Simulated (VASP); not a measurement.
An input for Quantum ESPRESSO's pw.x (written as the equivalent of a VASP run, and not itself run):

```
&CONTROL
  calculation = 'vc-relax'
  pseudo_dir = './pseudo'
  outdir = './out'
  tprnfor = .true.
  tstress = .true.
  nstep = 60
  forc_conv_thr = 0.00039
/
&SYSTEM
  ibrav = 0
  nat = 2
  ntyp = 2
  ecutwfc = 84
  occupations = 'smearing'
  smearing = 'methfessel-paxton'
  degauss = 0.00735
  input_dft = 'pbesol'
/
&ELECTRONS
  conv_thr = 7.3e-08
  electron_maxstep = 100
/
&IONS
/
&CELL
/
ATOMIC_SPECIES
  Ti 47.867 Ti.upf
  Te 127.600 Te.upf
CELL_PARAMETERS angstrom
    -0.0000000    3.0801684    3.0801684
     3.0801684    0.0000000    3.0801684
     3.0801684    3.0801684    0.0000000
ATOMIC_POSITIONS crystal
  Ti   0.0000000  0.0000000  0.0000000
  Te   0.2500000  0.2500000  0.2500000
K_POINTS automatic
  9 9 9 0 0 0
```

Task: Translate this input to VASP (INCAR, KPOINTS, POSCAR, choice of POTCAR).

Result: Several could match; the one computed here: 
**POSCAR**
```
TiTe
1
   -0.0000000000     3.0801684181     3.0801684181
    3.0801684181     0.0000000000     3.0801684181
    3.0801684181     3.0801684181     0.0000000000
Ti Te
1 1
Direct
  0.0000000000   0.0000000000   0.0000000000
  0.2500000000   0.2500000000   0.2500000000
```

**INCAR**
```
# general
SYSTEM   =  TiTe
PREC     =  Accurate
ENCUT    =  400   # plane-wave cut-off (eV)
LREAL    =  F
LASPH    =  T   # aspherical one-centre terms

# electronic loop
EDIFF    =  1E-6   # SCF stop (eV)
NELM     =  100   # most electronic steps
ALGO     =  Normal   # blocked Davidson
LMAXMIX  =  4

# smearing
ISMEAR   =  1
SIGMA    =  0.1

# functional
GGA      =  PS   # PBEsol

# ions
IBRION   =  2   # conjugate gradients
NSW      =  60
ISIF     =  3   # ions, shape and volume
EDIFFG   =  -0.01   # ionic stop

# output
LWAVE    =  F
LCHARG   =  F
```

**KPOINTS**
```
Automatic mesh
0
Gamma
9 9 9
0 0 0
```

POTCAR, in this order: Ti_sv Te (PBE.64 set). Program: vasp_std.

The two are equivalent in intent, not identical: the potentials are each code's own (VASP's PAW set, PseudoDojo norm-conserving files in pw.x), so ENCUT and ecutwfc are chosen apart and not converted; conv_thr bounds pw.x's estimated SCF error, while EDIFF bounds the energy change between steps; forc_conv_thr acts on force components and is met together with etot_conv_thr.

The structure was generated: TiTe was put into the zinc blende type (F-43m), which need not be its known phase. This run relaxes it. Symmetry was kept, so distortions that lower it aren't found. The start is the result of an earlier pass.
